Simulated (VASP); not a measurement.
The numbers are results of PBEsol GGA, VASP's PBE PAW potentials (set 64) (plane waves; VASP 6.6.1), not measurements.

A VASP calculation is set up with these files.

### KPOINTS
```
k-points along high-symmetry lines
10
Line-mode
Reciprocal
  0.000000   0.000000   0.000000 ! GAMMA
  0.500000   0.000000   0.000000 ! M

  0.500000   0.000000   0.000000 ! M
  0.333333   0.333333   0.000000 ! K

  0.333333   0.333333   0.000000 ! K
  0.000000   0.000000   0.000000 ! GAMMA

  0.000000   0.000000   0.000000 ! GAMMA
  0.000000   0.000000   0.500000 ! A

  0.000000   0.000000   0.500000 ! A
  0.500000   0.000000   0.500000 ! L

  0.500000   0.000000   0.500000 ! L
  0.333333   0.333333   0.500000 ! H

  0.333333   0.333333   0.500000 ! H
  0.000000   0.000000   0.500000 ! A

  0.500000   0.000000   0.500000 ! L
  0.500000   0.000000   0.000000 ! M

  0.333333   0.333333   0.500000 ! H
  0.333333   0.333333   0.000000 ! K
```

**INCAR**
```
# general
SYSTEM   =  VSi2
PREC     =  Accurate
ENCUT    =  400   # plane-wave cut-off (eV)
LREAL    =  .FALSE.
LASPH    =  .TRUE.   # aspherical one-centre terms
ICHARG   =  11

# electronic loop
EDIFF    =  1E-7
NELM     =  100
ALGO     =  Normal   # blocked Davidson
LMAXMIX  =  4   # l cut-off of mixed one-centre charges

# smearing
ISMEAR   =  0
SIGMA    =  0.05   # width (eV)

# functional
GGA      =  PS

# output
LWAVE    =  .FALSE.
LCHARG   =  .FALSE.
LORBIT   =  11   # lm-projected
```

File POSCAR:
```
VSi2
1
    4.5219052964     0.0000000000     0.0000000000
   -2.2609526482     3.9160847832    -0.0000000000
   -0.0000000000     0.0000000000     6.3089846364
V Si
3 6
Direct
  0.5000000000   0.0000000000   0.0000000000
  0.5000000000   0.5000000000   0.3333330000
  1.0000000000   0.5000000000   0.6666670000
  0.1629800292   0.3259600585   1.0000000000
  0.8370199708   0.1629800292   0.3333330000
  0.6740399415   0.8370199708   0.6666670000
  0.8370199708   0.6740399415   1.0000000000
  0.1629800292   0.8370199708   0.3333330000
  0.3259600585   0.1629800292   0.6666670000
```

POTCAR, in this order: V_sv Si (PBE.64 set). Program: vasp_std. Read from the step before: CHGCAR.

What VASP printed:

### OSZICAR
```
       N       E                     dE             d eps       ncg     rms          rms(c)
DAV:   1     0.597834977400E+03    0.59783E+03   -0.30509E+04  7572   0.141E+03
DAV:   2    -0.191685316669E+02   -0.61700E+03   -0.60224E+03  6986   0.454E+02
DAV:   3    -0.673642969372E+02   -0.48196E+02   -0.45874E+02  8908   0.112E+02
DAV:   4    -0.688497208141E+02   -0.14854E+01   -0.14619E+01  7939   0.191E+01
DAV:   5    -0.688820125618E+02   -0.32292E-01   -0.32218E-01  8168   0.300E+00
DAV:   6    -0.688828913567E+02   -0.87879E-03   -0.87827E-03  8611   0.449E-01
DAV:   7    -0.688829184430E+02   -0.27086E-04   -0.27080E-04  8204   0.692E-02
DAV:   8    -0.688829196202E+02   -0.11772E-05   -0.11766E-05  8523   0.129E-02
DAV:   9    -0.688829196763E+02   -0.56090E-07   -0.55346E-07  6286   0.218E-03
   1 F= -.68882920E+02 E0= -.68879490E+02  d E =-.685844E-02
```

OUTCAR:
```
 val. band max:       11.5781190244   @ k =   0.3333   0.3333   0.2778

 cond. band min:      11.5802124146   @ k =   0.5000   0.0000   0.0556



 k-point     1 :       0.0000    0.0000    0.0000
  band No.  band energies     occupation
      1     -52.1191      2.00000
      2     -52.1015      2.00000
      3     -52.1014      2.00000
      4     -26.2192      2.00000
      5     -26.2191      2.00000
      6     -26.1984      2.00000
      7     -26.1331      2.00000
      8     -26.1265      2.00000
      9     -26.1264      2.00000
     10     -26.0629      2.00000
     11     -26.0629      2.00000
     12     -26.0285      2.00000
     13      -2.1773      2.00000
     14       1.2265      2.00000
     15       1.2265      2.00000
     16       5.3338      2.00000
     17       6.1743      2.00000
     18       6.1744      2.00000
     19       6.3134      2.00000
     20       6.3135      2.00000
     21       7.7810      2.00000
     22       8.0224      2.00000
     23       8.0224      2.00000
     24       8.3252      2.00000
     25       9.3120      2.00000
     26       9.3499      2.00000
     27       9.3500      2.00000
     28       9.3547      2.00000
     29       9.3547      2.00000
     30       9.6503      2.00000
     31       9.6504      2.00000
     32       9.7744      2.00000
     33      11.8767      0.00000
     34      13.6969      0.00000
     35      14.0379      0.00000
     36      14.0384      0.00000
     37      14.0961      0.00000

 k-point     2 :       0.0556    0.0000    0.0000
  band No.  band energies     occupation
      1     -52.1188      2.00000
      2     -52.1014      2.00000
      3     -52.1013      2.00000
      4     -26.2206      2.00000
      5     -26.2190      2.00000
      6     -26.1966      2.00000
      7     -26.1368      2.00000
      8     -26.1262      2.00000
      9     -26.1226      2.00000
     10     -26.0629      2.00000
     11     -26.0624      2.00000
     12     -26.0285      2.00000
...
```

The density is held fixed in this step, so its total energy and stress have no physical meaning.

The structure was generated: VSi2 was put into the CrSi2 type (P6_222), which need not be its known phase. It was relaxed first. The run is not spin-polarised, so no magnetic state was tried. The electron count is odd and the run is not spin-polarised, which forces a metal.
